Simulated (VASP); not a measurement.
Level of theory: PBE GGA with D4 dispersion, VASP's PBE PAW potentials (set 64) (plane waves; VASP 6.6.1). For the first row: Numerical set-up: 520 eV cut-off, 9×9×9 Γ-centred mesh, first-order Methfessel-Paxton smearing of 0.10 eV, potentials Al Pt.

| system | energy (eV/atom) |
|---|---|
| PtAl2 (fluorite) | -5.8544 |
| Al (fcc) | -4.1026 |
| Pt (fcc) | -6.8533 |

The references are the elements' solids at the same level; no temperature or zero-point terms are added.  Spin-orbit coupling is left out, which shifts such energies by up to tenths of an eV for the heavy elements here.

Q: What is the formation energy per atom of PtAl2?

A: The references average (2×(-4.1026) + 1×(-6.8533))/3 = -5.0195 eV, so the formation energy is -5.8544 − (-5.0195) = -0.835 eV/atom.
